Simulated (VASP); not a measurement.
All values below come from PBEsol GGA, VASP's PBE PAW potentials (set 64) (plane waves; VASP 6.6.1).

A VASP calculation is set up with these files.

INCAR:
```
LREAL = .FALSE.   # projection in real space or not
PREC = Accurate
ENCUT = 400   # plane-wave cut-off (eV)
LCHARG = .TRUE.
LMAXMIX = 4
NELM = 100
SYSTEM = RuS
GGA = PS
LASPH = .TRUE.
ISMEAR = -5
ISIF = 2   # forces and stress, cell fixed
LORBIT = 11   # lm-projected
ALGO = Normal
LWAVE = .FALSE.
EDIFF = 1E-7   # SCF stop (eV)
NEDOS = 601
```

### KPOINTS
```
Automatic mesh
0
gamma
 15 15 15
```

POSCAR:
```
RuS
1
    0.0000000000     2.4168877541     2.4168877541
    2.4168877541    -0.0000000000     2.4168877541
    2.4168877541     2.4168877541    -0.0000000000
Ru S
1 1
Direct
  0.0000000000   0.0000000000   0.0000000000
  0.5000000000   0.5000000000   0.5000000000
```

POTCAR, in this order: Ru_pv S (PBE.64 set). Program: vasp_std.

Output

OSZICAR:
```
       N       E                     dE             d eps       ncg     rms          rms(c)
DAV:   1     0.128350573481E+03    0.12835E+03   -0.10132E+04  3446   0.115E+03
DAV:   2    -0.109727393689E+02   -0.13932E+03   -0.13713E+03  3984   0.332E+02
DAV:   3    -0.143424560813E+02   -0.33697E+01   -0.33297E+01  4074   0.533E+01
DAV:   4    -0.143747338503E+02   -0.32278E-01   -0.32290E-01  4268   0.527E+00
DAV:   5    -0.143754099941E+02   -0.67614E-03   -0.67644E-03  4250   0.640E-01    0.176E+01
DAV:   6    -0.140752201522E+02    0.30019E+00   -0.25589E+00  3738   0.162E+01    0.819E+00
DAV:   7    -0.139934510694E+02    0.81769E-01   -0.44136E-01  3720   0.731E+00    0.583E+00
DAV:   8    -0.139802893077E+02    0.13162E-01   -0.39652E-02  3930   0.194E+00    0.443E-01
DAV:   9    -0.139796404231E+02    0.64888E-03   -0.20800E-03  4158   0.337E-01    0.228E-01
DAV:  10    -0.139796444143E+02   -0.39912E-05   -0.41390E-04  3894   0.201E-01    0.389E-02
DAV:  11    -0.139796323222E+02    0.12092E-04   -0.19766E-05  4248   0.481E-02    0.144E-02
DAV:  12    -0.139796371676E+02   -0.48454E-05   -0.37090E-06  4110   0.151E-02    0.143E-03
DAV:  13    -0.139796369195E+02    0.24806E-06   -0.19068E-07  3560   0.390E-03    0.102E-03
DAV:  14    -0.139796370758E+02   -0.15625E-06   -0.38608E-09  2196   0.587E-04    0.277E-04
DAV:  15    -0.139796372314E+02   -0.15561E-06   -0.19260E-09  1890   0.351E-04    0.122E-04
DAV:  16    -0.139796372332E+02   -0.18022E-08   -0.37298E-10  1932   0.149E-04
   1 F= -.13979637E+02 E0= -.13979637E+02  d E =0.000000E+00
```

### OUTCAR
```
------------------------ aborting loop because EDIFF is reached ----------------------------------------
  FORCE on cell =-STRESS in cart. coord.  units (eV):
  Direction    XX          YY          ZZ          XY          YZ          ZX
  --------------------------------------------------------------------------------------
  Total        0.0019159      0.0019159      0.0019159      0.0000000      0.0000000     -0.0000000
  in kB        0.1087149      0.1087149      0.1087149      0.0000000      0.0000000     -0.0000000
  external PRESSURE =       0.1087149 kB  Pullay stress =       0.0000000 kB
  volume of cell :       28.24
      direct lattice vectors                 reciprocal lattice vectors
     0.000000000  2.416887754  2.416887754    -0.206877626  0.206877626  0.206877626
     2.416887754  0.000000000  2.416887754     0.206877626 -0.206877626  0.206877626
     2.416887754  2.416887754  0.000000000     0.206877626  0.206877626 -0.206877626
 POSITION                                       TOTAL-FORCE (eV/Angst)
 -----------------------------------------------------------------------------------
      0.00000      0.00000      0.00000         0.000000      0.000000     -0.000000
      2.41689      2.41689      2.41689         0.000000      0.000000      0.000000
 -----------------------------------------------------------------------------------
    total drift:                                0.000000     -0.000000     -0.000000
  FREE ENERGIE OF THE ION-ELECTRON SYSTEM (eV)
  ---------------------------------------------------
  free  energy   TOTEN  =       -13.9796372332 eV

  energy  without entropy=      -13.9796372332  energy(sigma->0) =      -13.97963723

 total charge

# of ion       s       p       d       tot
------------------------------------------
    1        0.285   6.190   6.199  12.675
    2        1.306   2.333   0.000   3.639
--------------------------------------------------
tot          1.591   8.523   6.199  16.313
```
(Selected blocks of OUTCAR.)

OUTCAR:
```
 val. band max:       10.8373233555   @ k =  -0.4000   0.4000   0.0000

 cond. band min:      10.7974539681   @ k =  -0.3333   0.4667   0.1333


 Fermi energy:        10.8329254619

 k-point     1 :       0.0000    0.0000    0.0000
  band No.  band energies     occupation
      1     -31.4885      2.00000
      2     -31.4885      2.00000
      3     -31.4885      2.00000
      4      -5.2395      2.00000
      5       8.1985      2.00000
      6       8.1985      2.00000
      7       8.1985      2.00000
      8       8.3243      2.00000
      9       8.3243      2.00000
     10       8.7297      2.00000
     11       8.7297      2.00000
     12       8.7297      2.00000
     13      15.4827      0.00000
     14      21.1057      0.00000

 k-point     2 :       0.0667    0.0000    0.0000
  band No.  band energies     occupation
      1     -31.4932      2.00000
      2     -31.4891      2.00000
      3     -31.4891      2.00000
      4      -5.1720      2.00000
      5       7.6026      2.00000
      6       7.6026      2.00000
      7       7.6529      2.00000
      8       8.2802      2.00000
      9       8.2802      2.00000
     10       9.0192      2.00000
     11       9.5211      2.00000
     12       9.5211      2.00000
     13      15.7750      0.00000
     14      21.0080      0.00000

 k-point     3 :       0.1333    0.0000    0.0000
  band No.  band energies     occupation
      1     -31.5062      2.00000
      2     -31.4907      2.00000
      3     -31.4907      2.00000
      4      -4.9743      2.00000
      5       6.7101      2.00000
      6       6.8279      2.00000
      7       6.8279      2.00000
      8       8.4659      2.00000
      9       8.4659      2.00000
     10       9.3181      2.00000
     11      10.5539      1.92974
     12      10.5539      1.24295
     13      16.4838      0.00000
     14      20.5770      0.00000

 k-point     4 :       0.2000    0.0000    0.0000
  band No.  band energies     occupation
...
```

For a metal the tetrahedron method with Blöchl corrections gives inexact stress and forces.

The structure was generated: RuS was put into the rock salt type (Fm-3m), which need not be its known phase. It was relaxed first, which changed the volume by -29 %.
